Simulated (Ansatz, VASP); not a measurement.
**Ta3N5: VASP beside Ansatz**

Wanted: the spread between two codes on one cell, functional and k mesh. The cell is taken from a series of runs on this material, whose earlier steps may have relaxed, scaled, displaced or heated it; both programs get it as it stands.

Main program and level: Ansatz 0.2.0; plane waves, with VASP 6.6.1 beside it; relaxation of cell and atoms at PBEsol.

### 1. Starting point

The structure is orthorhombic, space group Cmcm (No. 63). The conventional cell has a = 3.886 Å, b = 10.212 Å, c = 10.262 Å, α = 90.00°, β = 90.00°, γ = 90.00°. Ta has 6 N at 1.96 to 2.24 Å nearest. Nearest to Ta lie 6 N at 2.04 to 2.14 Å. N has 4 Ta at 2.03 to 2.24 Å nearest. Nearest to N lie 3 Ta at 1.96 to 2.04 Å. Nearest to N lie 4 Ta at 2.06 to 2.22 Å. Farther neighbours and most contacts between anions are not listed.

As a file:

```xyz
16
Lattice="1.9431 -5.1059 0.0000 1.9431 5.1059 0.0000 0.0000 0.0000 10.2624" Properties=species:S:1:pos:R:3 pbc="T T T"
Ta    1.9431   -3.7319    4.5251
Ta    1.9431    3.7319    9.6563
Ta    1.9431    3.7319    5.7373
Ta    1.9431   -3.7319    0.6061
Ta    1.9431    3.0932    2.5656
Ta    1.9431   -3.0932    7.6968
N     1.9431   -1.9543    9.5052
N     1.9431    1.9543    4.3740
N     1.9431    1.9543    0.7572
N     1.9431   -1.9543    5.8884
N     1.9431   -4.6258    9.0361
N     1.9431    4.6258    3.9049
N     1.9431    4.6258    1.2263
N     1.9431   -4.6258    6.3575
N     1.9431   -2.6880    2.5656
N     1.9431    2.6880    7.6968
```

### 2. VASP: relaxation of cell and atoms, PBEsol

The relaxed volume is the usual yardstick between codes: in a stiff, nearly cubic crystal its relative difference is about their pressure difference at one cell divided by the bulk modulus.

Lines of VASP's logs that name or quote its potential files are left out, and so is its time.

The input, INCAR:

```
SYSTEM = Ta3N5
PREC = Accurate
ENCUT = 600
EDIFF = 1E-07
NELM = 120
ISMEAR = 0
SIGMA = 0.01
LREAL = .FALSE.
ALGO = Normal
GGA = PS
NBANDS = 74
LASPH = .TRUE.
LORBIT = 11
LWAVE = .FALSE.
LCHARG = .FALSE.
ISIF = 3
IBRION = 2
NSW = 80
EDIFFG = -0.005
GGA_COMPAT = .FALSE.
NELMIN = 4
EFERMI = MIDGAP
KPAR = 4
```

The input, POSCAR:

```
Ta3N5
1.0
    1.9431000000     -5.1059000000      0.0000000000
    1.9431000000      5.1059000000      0.0000000000
    0.0000000000      0.0000000000     10.2624000000
Ta N
6 10
Direct
    0.8654499696      0.1345500304      0.4409400335
    0.1345500304      0.8654499696      0.9409400335
    0.1345500304      0.8654499696      0.5590599665
    0.8654499696      0.1345500304      0.0590599665
    0.1971000215      0.8028999785      0.2500000000
    0.8028999785      0.1971000215      0.7500000000
    0.6913799722      0.3086200278      0.9262199875
    0.3086200278      0.6913799722      0.4262199875
    0.3086200278      0.6913799722      0.0737800125
    0.6913799722      0.3086200278      0.5737800125
    0.9529899724      0.0470100276      0.8805100171
    0.0470100276      0.9529899724      0.3805100171
    0.0470100276      0.9529899724      0.1194899829
    0.9529899724      0.0470100276      0.6194899829
    0.7632200004      0.2367799996      0.2500000000
    0.2367799996      0.7632200004      0.7500000000
```

The input, KPOINTS:

```
Automatic mesh
0
Gamma
5 5 2
0 0 0
```

The projector-augmented-wave data sets are Ta_pv and N (PBE family, release 64).

Run with:

```
> mpirun -np 4 vasp_std
```

Numbers of over 12 decimals in the logs are rounded to 6 here.

Log:

```text
[banner, memory and clock lines left out]
running    4 mpi-ranks, on    1 nodes
 distrk:  each k-point on    1 cores,    4 groups
 distr:  one band on    1 cores,    1 groups

 POSCAR found type information on POSCAR TaN
 POSCAR found :  2 types and      16 ions
|                                                                             |
|               ----> ADVICE to this user running VASP <----                  |
|                                                                             |
|     You enforced a specific xc type in the INCAR file but a different       |
|     [... a line on the potential file left out ...]
|     I HOPE YOU KNOW WHAT YOU ARE DOING!                                     |
|                                                                             |

 LDA part: xc-table for (Slater+PW92), standard interpolation
 POSCAR, INCAR and KPOINTS ok, starting setup
 FFT: planning ... GRIDC
 FFT: planning ... GRID_SOFT
 FFT: planning ... GRID
 WAVECAR not read
 entering main loop
       N       E                     dE             d eps       ncg     rms          rms(c)
DAV:   1     0.118051737229E+04    0.11805E+04   -0.67956E+04  2664   0.177E+03
DAV:   2    -0.111447481316E+03   -0.12920E+04   -0.12406E+04  3112   0.501E+02
DAV:   3    -0.212510705797E+03   -0.10106E+03   -0.99913E+02  3104   0.135E+02
DAV:   4    -0.215190094640E+03   -0.26794E+01   -0.26633E+01  3296   0.223E+01
DAV:   5    -0.215259063231E+03   -0.68969E-01   -0.68828E-01  3224   0.316E+00    0.741E+01
DAV:   6    -0.180504983158E+03    0.34754E+02   -0.20584E+02  3398   0.508E+01    0.274E+01
DAV:   7    -0.179698003190E+03    0.80698E+00   -0.11329E+01  3206   0.127E+01    0.165E+01
DAV:   8    -0.179433876413E+03    0.26413E+00   -0.79541E-01  3112   0.467E+00    0.164E+00
DAV:   9    -0.179427025127E+03    0.68513E-02   -0.93091E-02  3504   0.134E+00    0.572E-01
DAV:  10    -0.179427923364E+03   -0.89824E-03   -0.11748E-02  3120   0.498E-01    0.285E-01
DAV:  11    -0.179428265482E+03   -0.34212E-03   -0.24318E-03  3088   0.218E-01    0.102E-01
DAV:  12    -0.179428413228E+03   -0.14775E-03   -0.39985E-04  3248   0.857E-02    0.337E-02
DAV:  13    -0.179428425488E+03   -0.12260E-04   -0.54173E-05  3312   0.367E-02    0.204E-02
DAV:  14    -0.179428440471E+03   -0.14982E-04   -0.21809E-05  3032   0.167E-02    0.601E-03
DAV:  15    -0.179428441447E+03   -0.97671E-06   -0.20106E-06  3608   0.606E-03    0.290E-03
DAV:  16    -0.179428441860E+03   -0.41276E-06   -0.53990E-07  2648   0.299E-03    0.142E-03
DAV:  17    -0.179428441938E+03   -0.78306E-07   -0.14903E-07  2056   0.158E-03
   1 F= -.17942844E+03 E0= -.17942844E+03  d E =-.179428E+03
[... from here on, the cycles between the ionic steps are left out ...]
   2 F= -.17943036E+03 E0= -.17943036E+03  d E =-.192253E-02
   5 F= -.17943359E+03 E0= -.17943359E+03  d E =-.196029E-02
   6 F= -.17943409E+03 E0= -.17943409E+03  d E =-.497087E-03
   7 F= -.17943419E+03 E0= -.17943419E+03  d E =-.602831E-03
   8 F= -.17943451E+03 E0= -.17943451E+03  d E =-.314979E-03
   9 F= -.17943452E+03 E0= -.17943452E+03  d E =-.330323E-03
  10 F= -.17943472E+03 E0= -.17943472E+03  d E =-.195905E-03
  11 F= -.17943480E+03 E0= -.17943480E+03  d E =-.279687E-03
  12 F= -.17943483E+03 E0= -.17943483E+03  d E =-.305414E-04
  13 F= -.17943486E+03 E0= -.17943486E+03  d E =-.554430E-04
 curvature:  -0.76 expect dE=-0.175E-04 dE for cont linesearch -0.729E-08
 trial: gam= 0.24247 g(F)=  0.114E-04 g(S)=  0.117E-04 ort =-0.116E-05 (trialstep = 0.509E+00)
 search vector abs. value=  0.308E-04
 bond charge predicted
       N       E                     dE             d eps       ncg     rms          rms(c)
DAV:   1    -0.179434871320E+03   -0.13109E-04   -0.14156E-03  2672   0.154E-01    0.134E-02
DAV:   2    -0.179434868982E+03    0.23371E-05   -0.40309E-05  2982   0.289E-02    0.801E-03
DAV:   3    -0.179434867438E+03    0.15444E-05   -0.59009E-06  3382   0.101E-02    0.377E-03
DAV:   4    -0.179434867212E+03    0.22584E-06   -0.11149E-06  3128   0.480E-03    0.249E-03
DAV:   5    -0.179434867177E+03    0.35232E-07   -0.21031E-07  1664   0.242E-03
  14 F= -.17943487E+03 E0= -.17943487E+03  d E =-.897257E-05
 trial-energy change:   -0.000009  1 .order   -0.000009   -0.000012   -0.000006
 step:   1.0273(harm=  1.0273)  dis= 0.00043  next Energy=  -179.434870 (dE=-0.117E-04)
 reached required accuracy - stopping structural energy minimisation
```

From OUTCAR (step 2):

```text
ion  position               nearest neighbor table
   1  0.865  0.135  0.441-  12 1.96   8 2.03   8 2.03  14 2.04  15 2.22  10 2.24   3 3.00   6 3.24
                             5 3.25   5 3.25   3 3.29   3 3.29
   2  0.135  0.865  0.941-  11 1.96   7 2.03   7 2.03  13 2.04  16 2.22   9 2.24   4 3.00   5 3.24
                             6 3.25   6 3.25   4 3.29   4 3.29
   3  0.135  0.865  0.559-  14 1.96  10 2.03  10 2.03  12 2.04  16 2.22   8 2.24   1 3.00   5 3.24
                             6 3.25   6 3.25   1 3.29   1 3.29
   4  0.865  0.135  0.059-  13 1.96   9 2.03   9 2.03  11 2.04  15 2.22   7 2.24   2 3.00   6 3.24
                             5 3.25   5 3.25   2 3.29   2 3.29
   5  0.197  0.803  0.250-  12 2.04  13 2.04  15 2.06  15 2.06   9 2.14   8 2.14   3 3.24   2 3.24
                             1 3.25   1 3.25   4 3.25   4 3.25
   6  0.803  0.197  0.750-  11 2.04  14 2.04  16 2.06  16 2.06  10 2.14   7 2.14   4 3.24   1 3.24
                             2 3.25   2 3.25   3 3.25   3 3.25
   7  0.691  0.309  0.926-   2 2.03   2 2.03   6 2.14   4 2.24
   8  0.309  0.691  0.426-   1 2.03   1 2.03   5 2.14   3 2.24
   9  0.309  0.691  0.074-   4 2.03   4 2.03   5 2.14   2 2.24
  10  0.691  0.309  0.574-   3 2.03   3 2.03   6 2.14   1 2.24
  11  0.953  0.047  0.881-   2 1.96   6 2.04   4 2.04
  12  0.047  0.953  0.381-   1 1.96   5 2.04   3 2.04
  13  0.047  0.953  0.119-   4 1.96   5 2.04   2 2.04
  14  0.953  0.047  0.619-   3 1.96   6 2.04   1 2.04
  15  0.763  0.237  0.250-   5 2.06   5 2.06   4 2.22   1 2.22
  16  0.237  0.763  0.750-   6 2.06   6 2.06   3 2.22   2 2.22

  LATTYP: Found a base centered orthorhombic cell.
 ALAT       =     3.8862000000
 B/A-ratio  =     2.6277083012
 C/A-ratio  =     2.6407287324

 Subroutine GETGRP returns: Found  8 space group operations
 (whereof  4 operations were pure point group operations)

The static configuration has the point symmetry C_2h.
 The point group associated with its full space group is D_2h.

 Found     18 irreducible k-points:

   k-points           NKPTS =     18   k-points in BZ     NKDIM =     18   number of bands    NBANDS=     74

   dimension x,y,z NGX =    48 NGY =   48 NGZ =   84
   dimension x,y,z NGXF=    96 NGYF=   96 NGZF=  168

   ENCUT  =  600.0 eV  44.10 Ry    6.64 a.u.  10.91 10.91 20.50*2*pi/ulx,y,z

   NELECT =     116.0000    total number of electrons

 k-points in reciprocal lattice and weights: Automatic mesh
   0.00000000  0.00000000  0.00000000       0.020
   0.20000000 -0.00000000  0.00000000       0.080
   0.40000000 -0.00000000  0.00000000       0.080
   0.20000000  0.20000000  0.00000000       0.040
   0.40000000  0.20000000  0.00000000       0.080
  -0.40000000  0.20000000  0.00000000       0.080
  -0.20000000  0.20000000  0.00000000       0.040
   0.40000000  0.40000000  0.00000000       0.040
  -0.40000000  0.40000000  0.00000000       0.040
[...]
0.40000000  0.40000000  0.50000000       0.040
  -0.40000000  0.40000000  0.50000000       0.040

 average (electrostatic) potential at core
       1 -38.6727       2 -38.6727       3 -38.6727       4 -38.6727       5 -38.8761
       6 -38.8761       7 -63.6541       8 -63.6541       9 -63.6541      10 -63.6541
      11 -63.4561      12 -63.4561      13 -63.4561      14 -63.4561      15 -63.7563
      16 -63.7563

 E-fermi :   4.4047

 k-point     1 :       0.0000    0.0000    0.0000
  band No.  band energies     occupation
    ...
     54       2.9067      2.00000
     55       2.9852      2.00000
     56       3.2947      2.00000
     57       3.5358      2.00000
     58       3.8061      2.00000
     59       5.2219      0.00000
     60       5.4933      0.00000
     61       5.8811      0.00000
     62       6.2126      0.00000
     63       6.5980      0.00000
    ...

 k-point     2 :       0.2000   -0.0000    0.0000
  band No.  band energies     occupation
    ...
     54       2.7623      2.00000
     55       2.9404      2.00000
     56       3.1465      2.00000
     57       3.1699      2.00000
     58       3.7117      2.00000
     59       5.7518      0.00000
     60       6.0893      0.00000
     61       6.3655      0.00000
     62       6.5860      0.00000
     63       6.6377      0.00000
    ...

 k-point     3 :       0.4000   -0.0000    0.0000
  band No.  band energies     occupation
    ...
     54       2.3464      2.00000
     55       2.8057      2.00000
     56       2.8501      2.00000
     57       3.3068      2.00000
     58       3.4054      2.00000
     59       5.5363      0.00000
     60       5.7363      0.00000
     61       6.4770      0.00000
     62       6.7194      0.00000
     63       6.7857      0.00000
    ...

  Total        0.0192652      0.0164598     -0.0243943      0.0000000      0.0000000      0.0000000
  in kB        0.1518269      0.1297174     -0.1922482      0.0000000      0.0000000      0.0000000
  external PRESSURE =       0.0297654 kB  Pullay stress =       0.0000000 kB

  energy-cutoff  :      600.00
  volume of cell :      203.30
      direct lattice vectors                 reciprocal lattice vectors
     1.940106503 -5.113080912 -0.000000000     0.257717810 -0.097788400  0.000000000
     1.940106503  5.113080912  0.000000000     0.257717810  0.097788400 -0.000000000
     0.000000000  0.000000000 10.247019811     0.000000000 -0.000000000  0.097589350

 POSITION                                       TOTAL-FORCE (eV/Angst)
 -----------------------------------------------------------------------------------
      1.94011     -3.74612      4.51600         0.000000      0.001465      0.000075
      1.94011      3.74612      9.63950         0.000000     -0.001465      0.000075
      1.94011      3.74612      5.73102         0.000000     -0.001465     -0.000075
      1.94011     -3.74612      0.60751         0.000000      0.001465     -0.000075
      1.94011      3.08004      2.56175         0.000000     -0.002717      0.000000
      1.94011     -3.08004      7.68526         0.000000      0.002717      0.000000
      1.94011     -1.95706      9.49624         0.000000      0.002502     -0.002148
      1.94011      1.95706      4.37273         0.000000     -0.002502     -0.002148
      1.94011      1.95706      0.75078         0.000000     -0.002502      0.002148
      1.94011     -1.95706      5.87429         0.000000      0.002502      0.002148
      1.94011     -4.63191      9.01718         0.000000     -0.001164      0.001063
      1.94011      4.63191      3.89367         0.000000      0.001164      0.001063
      1.94011      4.63191      1.22984         0.000000      0.001164     -0.001063
      1.94011     -4.63191      6.35335         0.000000     -0.001164     -0.001063
      1.94011     -2.70407      2.56175         0.000000     -0.000729     -0.000000
      1.94011      2.70407      7.68526         0.000000      0.000729      0.000000
 -----------------------------------------------------------------------------------
    total drift:                               -0.000000      0.000000      0.000000

  FREE ENERGIE OF THE ION-ELECTRON SYSTEM (eV)
  ---------------------------------------------------
  free  energy   TOTEN  =      -179.4348671769 eV

  energy  without entropy=     -179.4348671769  energy(sigma->0) =     -179.43486718

 reached required accuracy - stopping structural energy minimisation

 total charge
# of ion       s       p       d       tot
------------------------------------------
    1        0.359   6.321   2.252   8.932
    2        0.359   6.321   2.252   8.932
    3        0.359   6.321   2.252   8.932
    4        0.359   6.321   2.252   8.932
    5        0.351   6.311   2.207   8.870
    6        0.351   6.311   2.207   8.870
    7        1.244   2.544   0.000   3.788
    8        1.244   2.544   0.000   3.788
    9        1.244   2.544   0.000   3.788
   10        1.244   2.544   0.000   3.788
   11        1.259   2.510   0.000   3.769
   12        1.259   2.510   0.000   3.769
   13        1.259   2.510   0.000   3.769
   14        1.259   2.510   0.000   3.769
   15        1.240   2.518   0.000   3.758
   16        1.240   2.518   0.000   3.758
--------------------------------------------------
tot         14.632  63.154  13.421  91.207

[... 3 further parts left out ...]
```

The run keeps the 8 symmetry operations of its start, so it cannot find a distortion of lower symmetry.

(Part 1 of 2 ends here.)

[Lines on the potential files, build, host, timing and source positions are cut from VASP's logs without a mark.]

[Logs are printed without paths, hosts, clocks, repeated set-up lines and the standing remarks that a program may print on its own settings, such as how far it seeks lower states.]

[Hosts, paths, dates, database ids (printed as entryN), source tags and the programs' standing remarks are cut or masked in the printed files.]
